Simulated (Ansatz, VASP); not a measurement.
# SiC: VASP beside Ansatz

One calculation is typed for both programs; each brings its own data sets. How far apart do they land? The cell is taken from a series of runs on this material, whose earlier steps may have relaxed, scaled, displaced or heated it; both programs get it as it stands.

Method: plane waves, with VASP 6.6.1 beside it; single point at PBE with D3(BJ), in Ansatz 0.2.0.

## Step 1: Set-up

It takes space group P6_3mc (No. 186, hexagonal). The conventional cell has a = 3.076 Å, b = 3.076 Å, c = 10.071 Å, α = 90.00°, β = 90.00°, γ = 120.00°. Nearest to Si lie 4 C at 1.88 to 1.89 Å. Nearest to C lie 4 Si at 1.88 to 1.89 Å. Nearest to C lie 4 Si at 1.88 to 1.89 Å. Farther neighbours are not listed.

## Step 2: Ansatz: single point, PBE with D3(BJ)

Ansatz runs on its default PAW (the set named soft_2) files.

A single point gives forces, pressure and levels at one fixed geometry, so differences don't come from the geometry; what else differs is listed under the comparison.

Input file input.yaml:

```yaml
crystal:
  lattice:
    - [3.0756941497, 0.0, 0.0]
    - [-1.5378470748, 2.6636292679, 0.0]
    - [0.0, 0.0, 10.07064648]
  atoms:
    - { symbol: Si, position: [0.66666667, 0.33333333, 0.93784198] }
    - { symbol: Si, position: [0.33333333, 0.66666667, 0.43784198] }
    - { symbol: Si, position: [0.0, 0.0, 0.68789438] }
    - { symbol: Si, position: [0.0, 0.0, 0.18789438] }
    - { symbol: C, position: [0.66666667, 0.33333333, 0.74980259] }
    - { symbol: C, position: [0.33333333, 0.66666667, 0.24980259] }
    - { symbol: C, position: [0.0, 0.0, 0.50046005] }
    - { symbol: C, position: [0.0, 0.0, 0.00046005] }
kpoints:
  mp_grid: { grid: [6, 6, 2] }
hamiltonian:
  xc: pbe
  dispersion: d3bj
scf:
  occupations: { method: gaussian, width: 0.1 }
output:
  forces: true
  stress: true
  eigenvalues: true
```

The run is started by

```bash
ansatz run input.yaml --threads 4 --pin off --max-ram 7168MiB --backend cpu --events-out ev --progress --plain --runs-dir out
```

Numbers of over 12 decimals in the logs are rounded to 6 here.

What it wrote:

```text
Engine: ansatz 0.2.0, aarch64-unknown-linux-gnu
Pseudopotentials: kind: paw
Pseudopotential: Si, paw, valence charge 4, recommended cutoff 420 eV (normal), Si.paw.azcp
Pseudopotential: C, paw, valence charge 4, recommended cutoff 420 eV (normal), C.paw.azcp
Functional definition: PBE
  parameter kappa = 0.804
  parameter beta = 0.066725
  exchange = pbe_x(kappa = kappa, mu = beta*pi^2/3)
  correlation = pbe_c(beta = beta)
Crystal: 8 atoms, lattice volume = 82.504 Å³
Basis set: ecut = 420 eV, 1605 PW (Γ), exchange–correlation on 48×48×144 points (8 copies of the dense FFT grid, shifted against one another)
Bands: 24, of which v1, the nominal top of the filled ones, is band 16 counted from 1 (15 counted from 0)
Symmetry: 12 space group operations
Space group: P63mc (ITA 186), of the structure as read, at distance tolerance 4.4e-5 Å
k-points: 14 of 72
Non-local potential: Si, projectors of the file, l = 0: 2, l = 1: 2, l = 2: 2
Non-local potential: C, projectors of the file, l = 0: 2, l = 1: 2, l = 2: 1
PAW form: soft (Blöchl's): semilocal exchange-correlation on the pseudo side does not see the compensation charge
PAW one-centre angular grid: Si, 110 points (default); XC on 64 Gauss nodes
PAW one-centre angular grid: C, 110 points (default); XC on 64 Gauss nodes
Initial density: superposition of atomic densities (neutral atoms: chi_scale 0, normalization atom), corrected by the library's trained network
Initial wavefunctions: pseudopotential atomic-orbital guess
Functional: x = pbe(κ = 0.804, μ = 0.219515), c = pbe(β = 0.066725)
SCF iter   1: F=—  HF=-3551.021154 eV  |F-HF|=—  |Δ(HF+E_count)|=         —  Δρ=2.49e-3  dr2=5.24e-3  ethr=1.77e-3  ⟨swp⟩=6.1  Hψ=1881  notcnv=0
preconditioner: auto → none  [insulator: Δε(μ)=2.199 eV  Ē_g=11.968 eV  σ=0.100 eV  W_gap=1.00  n_scr=6 (ndim 8)  ℏωp=23.1 eV  f_vac=0.000  D(μ)=0.00/eV (n_scr^D=0)  ε∞_Penn≈4.7]
SCF iter   2: F=—  HF=-3551.021132 eV  |F-HF|=—  |Δ(HF+E_count)|=   2.19e-5  Δρ=7.46e-4  dr2=2.10e-4  ethr=1.64e-5  ⟨swp⟩=2.3  Hψ=639  notcnv=0  defer=2
SCF iter   3: F=—  HF=-3551.021341 eV  |F-HF|=—  |Δ(HF+E_count)|=   2.09e-4  Δρ=3.03e-4  dr2=3.14e-5  ethr=6.57e-7  ⟨swp⟩=2.4  Hψ=532  notcnv=0
automatic band count: iteration 3 solves 22 bands in place of 24: the levels show a gap, and the empty bands left out lie too high to hold charge; the band table lists the bands solved (type scf.n_extra_bands for more)
SCF iter   4: F=—  HF=-3551.021315 eV  |F-HF|=—  |Δ(HF+E_count)|=   2.57e-5  Δρ=5.05e-5  dr2=4.32e-6  ethr=9.80e-8  ⟨swp⟩=2.1  Hψ=518  notcnv=0
SCF iter   5: F=—  HF=-3551.021315 eV  |F-HF|=—  |Δ(HF+E_count)|=   6.99e-9  Δρ=1.62e-5  dr2=1.71e-7  ethr=1.35e-8  ⟨swp⟩=2.0  Hψ=443  notcnv=0
SCF iter   6: F=-3551.021315 eV  HF=-3551.021315 eV  |F-HF|=9.25e-9  |Δ(HF+E_count)|=   2.22e-7  Δρ=3.63e-6  dr2=6.72e-9  ethr=3.13e-10  ⟨swp⟩=7.1  Hψ=1361  notcnv=0
SCF 1 converged in 6 iterations: F = -3551.021315 eV  dr2 = 6.72e-9
  greatest PAW one-centre occupation: 0.646 electrons in one spin orbital (limit 2), on the C atom at site 5 (counted from 0), in its partial waves of l = 0
SCF converged after 6 iterations
Free energy (F): -3551.021315 eV
Harris-Foulkes:  -3551.021315 eV  (|F-HF|=9.25e-9)
Internal energy: -3551.021315 eV  (E = F + TS)
E sigma→0 (E₀):  -3551.021315 eV
Fermi energy:    10.702786 eV
--- Per-component energies (eV) ---
  E_band       = 115.888670
  E_kinetic    = 543.757527
  E_local      = -418.624140  (includes V_loc(G=0)·N_el)
  E_nonlocal   = 207.466825
  E_hartree    = 129.035096
  E_xc         = -422.298961
  E_vxc        = -437.858309  (∫ρ·V_xc dr)
  E_paw        = -2448.421260  (= ΣΔE_a)
  E_vpaw       = -36.923222  (= ΣTr[D̂ρ^β])
  E_aug_tail   = 0.000057  (compensation charges beyond the density's cutoff)
  E_ewald      = -1139.521310
  E_disp       = -2.415148  (pairwise vdW)
  E_smearing   = -0.000000  (= −TS)
  E_closure    = 0.000000  (closes the sum)
  Σ components = -3551.021315   (vs F -3551.021315, Δ=0.00e0)
--- Forces (eV/Å), atoms counted from 1 ---
  atom   1  Si     0.00000000    -0.00000000     0.00055140
  atom   2  Si     0.00000000     0.00000000     0.00055140
  atom   3  Si     0.00000000     0.00000000     0.00598874
  atom   4  Si     0.00000000    -0.00000000     0.00598874
  atom   5  C      0.00000000    -0.00000000    -0.00129941
  atom   6  C     -0.00000000     0.00000000    -0.00129941
  atom   7  C      0.00000000    -0.00000000    -0.00524915
  atom   8  C     -0.00000000     0.00000000    -0.00524915
  max |Σ_I F_I| component: 1.68e-5 eV/Å
--- Stress (GPa, compression-positive) ---
       -0.687457       0.000000       0.000000
        0.000000      -0.687457      -0.000000
        0.000000      -0.000000      -0.933824
  P = ⅓ Tr σ = -0.7696 GPa (-7.696 kbar)
--- Band table (eV; the first three rows and the last of 14) ---
  k-point 0: bands = [... 12 lower, 9.0079, 9.5392, 9.5917, 9.5917, 14.6998, 15.2785, 15.8932, 15.9238, ... 2 higher]
  k-point 1: bands = [... 12 lower, 9.3852, 9.3852, 9.3852, 9.3852, 14.9083, 14.9083, 16.3668, 16.3668, ... 2 higher]
  k-point 2: bands = [... 12 lower, 8.3657, 8.4272, 9.2060, 9.3454, 14.3729, 15.0598, 15.3370, 16.4075, ... 2 higher]
  k-point 13: bands = [... 12 lower, 6.8363, 6.8363, 7.1386, 7.1386, 12.8315, 12.8315, 16.2794, 16.2794, ... 2 higher]
```

The run ends at a pressure of -0.77 GPa, with forces up to 0.0060 eV/Å.

## Step 3: VASP: single point, PBE with D3(BJ)

The same cell, functional, mesh and smearing now go to VASP, with its own data sets.

Lines of VASP's logs that name or quote its potential files are left out, and so is its time.

Input file INCAR:

```
SYSTEM = SiC
PREC = Accurate
ENCUT = 600
EDIFF = 1E-06
NELM = 120
ISMEAR = 0
SIGMA = 0.1
LREAL = .FALSE.
ALGO = Normal
GGA = PE
IVDW = 12
NBANDS = 24
LORBIT = 11
LWAVE = .FALSE.
LCHARG = .FALSE.
ISIF = 2
LASPH = .TRUE.
GGA_COMPAT = .FALSE.
EFERMI = MIDGAP
KPAR = 2
```

Input file POSCAR:

```
SiC
1.0
    3.0756941497      0.0000000000      0.0000000000
   -1.5378470748      2.6636292679      0.0000000000
    0.0000000000      0.0000000000     10.0706464800
Si C
4 4
Direct
    0.6666666567      0.3333333233      0.9378419800
    0.3333333233      0.6666666567      0.4378419800
    0.9999999900      0.9999999900      0.6878943800
    0.9999999900      0.9999999900      0.1878943800
    0.6666666567      0.3333333233      0.7498025900
    0.3333333233      0.6666666567      0.2498025900
    0.9999999900      0.9999999900      0.5004600500
    0.9999999900      0.9999999900      0.0004600500
```

Input file KPOINTS:

```
Automatic mesh
0
Gamma
6 6 2
0 0 0
```

PAW data sets: Si and C (PBE family, release 64).

The run is started by

```bash
mpirun -np 2 vasp_std
```

What it wrote:

```text
[banner, memory and clock lines left out]
running    2 mpi-ranks, on    1 nodes
 distrk:  each k-point on    1 cores,    2 groups
 distr:  one band on    1 cores,    1 groups

 POSCAR found type information on POSCAR SiC
 POSCAR found :  2 types and       8 ions
 LDA part: xc-table for (Slater+PW92), standard interpolation
 POSCAR, INCAR and KPOINTS ok, starting setup
 FFT: planning ... GRIDC
 FFT: planning ... GRID_SOFT
 FFT: planning ... GRID
 WAVECAR not read
 entering main loop
       N       E                     dE             d eps       ncg     rms          rms(c)
DAV:   1     0.888096492979E+02    0.88810E+02   -0.15910E+04   672   0.135E+03
DAV:   2    -0.596314573991E+02   -0.14844E+03   -0.13828E+03   896   0.217E+02
DAV:   3    -0.675642810151E+02   -0.79328E+01   -0.78792E+01   888   0.475E+01
DAV:   4    -0.676806116402E+02   -0.11633E+00   -0.11622E+00   864   0.661E+00
DAV:   5    -0.676830318804E+02   -0.24202E-02   -0.24198E-02   888   0.897E-01    0.177E+01
DAV:   6    -0.604278633952E+02    0.72552E+01   -0.21340E+01   840   0.209E+01    0.792E+00
DAV:   7    -0.602471779781E+02    0.18069E+00   -0.20189E+00   936   0.667E+00    0.340E+00
DAV:   8    -0.602164571999E+02    0.30721E-01   -0.11292E-01   824   0.171E+00    0.974E-01
DAV:   9    -0.602141035050E+02    0.23537E-02   -0.16219E-02   864   0.722E-01    0.162E-01
DAV:  10    -0.602145973232E+02   -0.49382E-03   -0.13682E-03   896   0.194E-01    0.776E-02
DAV:  11    -0.602146756209E+02   -0.78298E-04   -0.19978E-04   864   0.916E-02    0.161E-02
DAV:  12    -0.602146779176E+02   -0.22968E-05   -0.86917E-06   856   0.168E-02    0.575E-03
DAV:  13    -0.602146788772E+02   -0.95960E-06   -0.54158E-07   616   0.446E-03
   1 F= -.62629334E+02 E0= -.62629334E+02  d E =-.855918E-56
```

OUTCAR, selected parts (step 3):

```text
ion  position               nearest neighbor table
   1  0.667  0.333  0.938-   8 1.88   8 1.88   8 1.88   5 1.89   3 3.08   3 3.08   3 3.08   4 3.08
                             4 3.08   4 3.08
   2  0.333  0.667  0.438-   7 1.88   7 1.88   7 1.88   6 1.89   4 3.08   4 3.08   4 3.08   3 3.08
                             3 3.08   3 3.08
   3  1.000  1.000  0.688-   5 1.88   5 1.88   5 1.88   7 1.89   1 3.08   1 3.08   1 3.08   2 3.08
                             2 3.08   2 3.08
   4  1.000  1.000  0.188-   6 1.88   6 1.88   6 1.88   8 1.89   2 3.08   2 3.08   2 3.08   1 3.08
                             1 3.08   1 3.08
   5  0.667  0.333  0.750-   3 1.88   3 1.88   3 1.88   1 1.89
   6  0.333  0.667  0.250-   4 1.88   4 1.88   4 1.88   2 1.89
   7  1.000  1.000  0.500-   2 1.88   2 1.88   2 1.88   3 1.89
   8  1.000  1.000  0.000-   1 1.88   1 1.88   1 1.88   4 1.89

  LATTYP: Found a hexagonal cell.
 ALAT       =     3.0756941497
 C/A-ratio  =     3.2742678530

 Subroutine GETGRP returns: Found 12 space group operations
 (whereof  6 operations were pure point group operations)

The static configuration has the point symmetry C_3v.
 The point group associated with its full space group is C_6v.

 Found     14 irreducible k-points:

   k-points           NKPTS =     14   k-points in BZ     NKDIM =     14   number of bands    NBANDS=     24

   dimension x,y,z NGX =    28 NGY =   28 NGZ =   80
   dimension x,y,z NGXF=    56 NGYF=   56 NGZF=  160

   ENCUT  =  600.0 eV  44.10 Ry    6.64 a.u.   6.14  6.14 20.11*2*pi/ulx,y,z

   NELECT =      32.0000    total number of electrons

 k-points in reciprocal lattice and weights: Automatic mesh
   0.00000000  0.00000000  0.00000000       0.014
   0.16666667 -0.00000000  0.00000000       0.083
   0.33333333  0.00000000  0.00000000       0.083
   0.50000000  0.00000000  0.00000000       0.042
   0.16666667  0.16666667  0.00000000       0.083
   0.33333333  0.16666667  0.00000000       0.167
   0.33333333  0.33333333  0.00000000       0.028
   0.00000000  0.00000000  0.50000000       0.014
   0.16666667 -0.00000000  0.50000000       0.083
[...]
0.33333333  0.16666667  0.50000000       0.167
   0.33333333  0.33333333  0.50000000       0.028

 average (electrostatic) potential at core
       1 -80.3560       2 -80.3560       3 -80.3124       4 -80.3124       5 -44.7002
       6 -44.7002       7 -44.7623       8 -44.7623

 E-fermi :   9.3257

 k-point     1 :       0.0000    0.0000    0.0000
  band No.  band energies     occupation
    ...
     12       7.6309      2.00000
     13       7.6309      2.00000
     14       8.1610      2.00000
     15       8.2141      2.00000
     16       8.2141      2.00000
     17      13.3284      0.00000
     18      13.9074      0.00000
     19      14.5342      0.00000
     20      14.5520      0.00000
     21      15.2025      0.00000
    ...

 k-point     2 :       0.1667   -0.0000    0.0000
  band No.  band energies     occupation
    ...
     12       6.6853      2.00000
     13       6.9883      2.00000
     14       7.0499      2.00000
     15       7.8280      2.00000
     16       7.9679      2.00000
     17      12.9955      0.00000
     18      13.6834      0.00000
     19      13.9609      0.00000
     20      15.0356      0.00000
     21      15.3773      0.00000
    ...

 k-point     3 :       0.3333    0.0000    0.0000
  band No.  band energies     occupation
    ...
     12       5.5834      2.00000
     13       6.1640      2.00000
     14       6.1958      2.00000
     15       6.8439      2.00000
     16       7.3711      2.00000
     17      11.2208      0.00000
     18      11.4562      0.00000
     19      12.7667      0.00000
     20      13.7216      0.00000
     21      14.0851      0.00000
    ...

 Edisp (eV)   -2.41466

  Total      -0.45705    -0.45705    -0.57937    -0.00000     0.00000    -0.00000
  in kB      -8.87567    -8.87567   -11.25110    -0.00000     0.00000    -0.00000
  external pressure =       -9.67 kB  Pullay stress =        0.00 kB

  energy-cutoff  :      600.00
  volume of cell :       82.50
      direct lattice vectors                 reciprocal lattice vectors
     3.075694150  0.000000000  0.000000000     0.325129857  0.187713811  0.000000000
    -1.537847075  2.663629268  0.000000000     0.000000000  0.375427621  0.000000000
     0.000000000  0.000000000 10.070646480     0.000000000  0.000000000  0.099298491

 POSITION                                       TOTAL-FORCE (eV/Angst)
 -----------------------------------------------------------------------------------
      1.53785      0.88788      9.44468         0.000000      0.000000      0.001755
     -0.00000      1.77575      4.40935         0.000000     -0.000000      0.001755
      1.53785      2.66363      6.92754         0.000000     -0.000000      0.005066
      1.53785      2.66363      1.89222         0.000000      0.000000      0.005066
      1.53785      0.88788      7.55100        -0.000000     -0.000000     -0.001523
     -0.00000      1.77575      2.51567         0.000000      0.000000     -0.001523
      1.53785      2.66363      5.03996         0.000000     -0.000000     -0.005299
      1.53785      2.66363      0.00463         0.000000      0.000000     -0.005299
 -----------------------------------------------------------------------------------
    total drift:                                0.000019      0.000034      0.000058

  FREE ENERGIE OF THE ION-ELECTRON SYSTEM (eV)
  ---------------------------------------------------
  free  energy   TOTEN  =       -62.6293341723 eV

  energy  without entropy=      -62.6293341723  energy(sigma->0) =      -62.62933417

 total charge
# of ion       s       p       d       tot
------------------------------------------
    1        0.707   0.973   0.000   1.680
    2        0.707   0.973   0.000   1.680
    3        0.708   0.972   0.000   1.679
    4        0.708   0.972   0.000   1.679
    5        0.836   1.715   0.000   2.551
    6        0.836   1.715   0.000   2.551
    7        0.836   1.713   0.000   2.549
    8        0.836   1.713   0.000   2.549
--------------------------------------------------
tot          6.174  10.746   0.000  16.920

[... 3 further parts left out ...]
```

The run ends at a pressure of -0.97 GPa, with forces up to 0.0053 eV/Å.

## Step 4: Side by side

Known differences besides the potentials themselves: the cutoff is 420 eV in Ansatz and 600 eV in VASP. Total energies have different zeros and are not compared.

Both answers:

| quantity | Ansatz | VASP | difference |
| --- | --- | --- | --- |
| pressure (GPa) | -0.77 | -0.97 | +0.20 |
| gap on the k mesh (eV) | 2.224 | 2.223 | +0.001 |

A gap on the mesh is an upper bound, since the band edges may lie between its points.

## Step 5: Results

```
difference in gap on the k mesh (single point, PBE with D3(BJ)) : 9.7e-4 eV
```

In words: The difference in gap on the k mesh is 9.7e-4 eV (single point, PBE with D3(BJ)), within the 0.08 eV picked in this series as the mark of a large difference. Such differences can come from data sets, numerical settings and the points named under the comparisons, not from the functional's error against experiment.

[Lines on the potential files, build, host, timing and source positions are cut from VASP's logs without a mark.]

[Logs are printed without paths, hosts, clocks, repeated set-up lines and the standing remarks that a program may print on its own settings, such as how far it seeks lower states.]

[Hosts, paths, dates, database ids (printed as entryN), source tags and the programs' standing remarks are cut or masked in the printed files.]
